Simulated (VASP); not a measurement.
Calculation: PBEsol GGA, VASP's PBE PAW potentials (set 64) (plane waves; VASP 6.6.1).

The input files of a VASP run:

File POSCAR:
```
F
1.0
 -1.3144033259   1.3144033259   1.3144033259
  1.3144033259  -1.3144033259   1.3144033259
  1.3144033259   1.3144033259  -1.3144033259
F
1
Direct
  1.0000000000   0.0000000000   1.0000000000
```

### INCAR
```
SIGMA = 0.1   # width (eV)
ALGO = Normal   # blocked Davidson
LCHARG = .False.
EDIFF = 1E-6   # SCF stop (eV)
EDIFFG = -0.01   # ionic stop
LREAL = .False.   # projection in real space or not
ISMEAR = 1   # Methfessel-Paxton
NSW = 60
IBRION = 2   # conjugate gradients
GGA = PS   # PBEsol
ISIF = 3   # ions, shape and volume
LWAVE = .False.
LASPH = .True.   # aspherical one-centre terms
SYSTEM = F
PREC = Accurate
ENCUT = 520
NELM = 100
```

KPOINTS:
```
Automatic mesh
0
Gamma
  17 17 17
0 0 0
```

POTCAR, in this order: F (PBE.64 set). Program: vasp_std.

The run wrote:

### OUTCAR
```
 ion  position               nearest neighbor table
   1  0.000  0.000  0.000-
  LATTYP: Found a body centered cubic cell.
 ALAT       =     2.6288066518
 Subroutine PRICEL returns:
 Original cell was already a primitive cell.
 Subroutine GETGRP returns: Found 48 space group operations
The static configuration has the point symmetry O_h .
The dynamic configuration has the point symmetry O_h .
 Subroutine INISYM returns: Found 48 space group operations
 Subroutine IBZKPT returns following result:
 Found    165 irreducible k-points:

 Following reciprocal coordinates:
            Coordinates               Weight
  0.000000  0.000000  0.000000      1.000000
  0.058824  0.000000  0.000000     12.000000
  0.117647  0.000000  0.000000     12.000000
  0.176471  0.000000  0.000000     12.000000
  0.235294  0.000000  0.000000     12.000000
  0.294118  0.000000  0.000000     12.000000
  0.352941  0.000000  0.000000     12.000000
  0.411765  0.000000  0.000000     12.000000
  0.470588  0.000000  0.000000     12.000000
  0.058824  0.058824  0.000000     24.000000
...
```

### OSZICAR
```
       N       E                     dE             d eps       ncg     rms          rms(c)
DAV:   1     0.899795350506E+01    0.89980E+01   -0.39109E+03  2576   0.883E+02
DAV:   2    -0.942325422881E+00   -0.99403E+01   -0.97781E+01  2688   0.116E+02
DAV:   3    -0.970305195564E+00   -0.27980E-01   -0.27867E-01  2814   0.710E+00
DAV:   4    -0.970322918562E+00   -0.17723E-04   -0.17723E-04  2786   0.178E-01
DAV:   5    -0.970322942237E+00   -0.23675E-07   -0.23522E-07  2758   0.552E-03    0.402E-01
DAV:   6    -0.967895679679E+00    0.24273E-02   -0.92359E-03  2401   0.993E-01    0.123E-01
DAV:   7    -0.967956188925E+00   -0.60509E-04   -0.92399E-04  2632   0.325E-01    0.492E-02
DAV:   8    -0.968038909626E+00   -0.82721E-04   -0.41501E-05  2506   0.807E-02    0.319E-03
DAV:   9    -0.968038904380E+00    0.52459E-08   -0.71244E-08  1918   0.389E-03
   1 F= -.96803890E+00 E0= -.96748197E+00  d E =-.968039E+00
       N       E                     dE             d eps       ncg     rms          rms(c)
DAV:   1    -0.969318165805E+00   -0.12793E-02   -0.29525E-02  2310   0.210E+00    0.271E-01
DAV:   2    -0.968219331345E+00    0.10988E-02   -0.33014E-03  2310   0.598E-01    0.774E-02
DAV:   3    -0.968134735215E+00    0.84596E-04   -0.34533E-04  2352   0.194E-01    0.129E-02
DAV:   4    -0.968129574124E+00    0.51611E-05   -0.57388E-06  2324   0.327E-02    0.834E-04
DAV:   5    -0.968129716420E+00   -0.14230E-06   -0.31152E-08  1197   0.242E-03
   2 F= -.96812972E+00 E0= -.96757116E+00  d E =-.908120E-04
```

OUTCAR:
```
------------------------ aborting loop because EDIFF is reached ----------------------------------------
  FORCE on cell =-STRESS in cart. coord.  units (eV):
  Direction    XX          YY          ZZ          XY          YZ          ZX
  --------------------------------------------------------------------------------------
  Total       -0.0096461     -0.0096461     -0.0096461      0.0000000      0.0000000     -0.0000000
  in kB       -1.7090607     -1.7090607     -1.7090607      0.0000000      0.0000000     -0.0000000
  external PRESSURE =      -1.7090607 kB  Pullay stress =       0.0000000 kB
  volume of cell :        9.04
      direct lattice vectors                 reciprocal lattice vectors
    -1.312447615  1.312447615  1.312447615     0.000000000  0.380967586  0.380967586
     1.312447615 -1.312447615  1.312447615     0.380967586  0.000000000  0.380967586
     1.312447615  1.312447615 -1.312447615     0.380967586  0.380967586  0.000000000
 POSITION                                       TOTAL-FORCE (eV/Angst)
 -----------------------------------------------------------------------------------
      1.31245      1.31245      1.31245        -0.000000      0.000000     -0.000000
 -----------------------------------------------------------------------------------
    total drift:                               -0.000000      0.000000     -0.000000
  FREE ENERGIE OF THE ION-ELECTRON SYSTEM (eV)
  ---------------------------------------------------
  free  energy   TOTEN  =        -0.9681297164 eV

  energy  without entropy=       -0.9664540586  energy(sigma->0) =       -0.96757116

 reached required accuracy - stopping structural energy minimisation
```
(Selected blocks of OUTCAR.)

File CONTCAR:
```
F
   1.00000000000000
    -1.3124476148555926    1.3124476148555926    1.3124476148555926
     1.3124476148555926   -1.3124476148555926    1.3124476148555926
     1.3124476148555926    1.3124476148555926   -1.3124476148555926
  F
     1
Direct
     1.0000000000000000    1.0000000000000000    1.0000000000000000
```

**OUTCAR**
```
 val. band max:       -2.3939010632   @ k =   0.1765   0.1765   0.0588

 cond. band min:      -2.3789084502   @ k =  -0.2941   0.4706   0.0588


 Fermi energy:        -2.3935537719

 k-point     1 :       0.0000    0.0000    0.0000
  band No.  band energies     occupation
      1     -24.8177      2.00000
      2      -1.8626     -0.00000
      3      -1.8626     -0.00000
      4      -1.8626     -0.00000
      5      12.0477      0.00000
      6      35.2194      0.00000
      7      35.2194      0.00000

 k-point     2 :       0.0588    0.0000    0.0000
  band No.  band energies     occupation
      1     -24.7559      2.00000
      2      -2.0657     -0.00004
      3      -1.9071     -0.00000
      4      -1.8683     -0.00000
      5      12.2680      0.00000
      6      34.0489      0.00000
      7      34.3430      0.00000

 k-point     3 :       0.1176    0.0000    0.0000
  band No.  band energies     occupation
      1     -24.5729      2.00000
      2      -2.6264      2.00481
      3      -2.0327     -0.00000
      4      -1.8842     -0.00000
      5      12.8803      0.00000
      6      31.2642      0.00000
      7      32.7185      0.00000

 k-point     4 :       0.1765    0.0000    0.0000
  band No.  band energies     occupation
      1     -24.2847      2.00000
      2      -3.4331      2.00000
      3      -2.2191     -0.03332
      4      -1.9086     -0.00000
      5      13.7656      0.00000
      6      28.4919      0.00000
      7      31.1104      0.00000

 k-point     5 :       0.2353    0.0000    0.0000
  band No.  band energies     occupation
      1     -23.9184      2.00000
      2      -4.3590      2.00000
      3      -2.4381      1.67743
      4      -1.9390     -0.00000
      5      14.7865      0.00000
      6      26.0911      0.00000
      7      29.7059      0.00000

 k-point     6 :       0.2941    0.0000    0.0000
  band No.  band energies     occupation
      1     -23.5128      2.00000
...
```

The structure was generated: F was put into the bcc type (Im-3m), which need not be its known phase. This run relaxes it. Symmetry was kept, so distortions that lower it aren't found. The start is the result of an earlier pass.
